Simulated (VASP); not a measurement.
Data:

```
CuZn
1.0
    2.95000     0.00000     0.00000
    0.00000     2.95000     0.00000
    0.00000     0.00000     2.95000
Zn Cu
1 1
Cartesian
  1.47500   1.47500   1.47500
  0.00000   0.00000   0.00000
```

The numbers are results of PBEsol GGA, VASP's PBE PAW potentials (set 64) (plane waves; VASP), not measurements. Numerical set-up: 480 eV cut-off, 11×11×11 Γ-centred mesh, first-order Methfessel-Paxton smearing of 0.10 eV, potentials Zn Cu.

Energy and stress use the plane-wave basis of the starting cell.

Task: The ions, cell shape and volume are relaxed. Give the cell that the relaxation ends in.

Result: 
```
CuZn
1.0
    2.91142     0.00000     0.00000
    0.00000     2.91142     0.00000
    0.00000     0.00000     2.91142
Zn Cu
1 1
Direct
  0.50000   0.50000   0.50000
  0.00000   0.00000   0.00000
```
Space group Pm-3m (221), at a tolerance of 0.03 Å.

Task: How do energy and volume change from the first to the last step?

Result: The energy (σ→0) changes by -8.1 meV/atom and the volume by -3.9 %, in 3 ionic steps.

The compound is CuZn in the CsCl type structure. This run relaxes it. Symmetry was kept, so distortions that lower it aren't found. The electron count is odd and the run is not spin-polarised, which forces a metal.
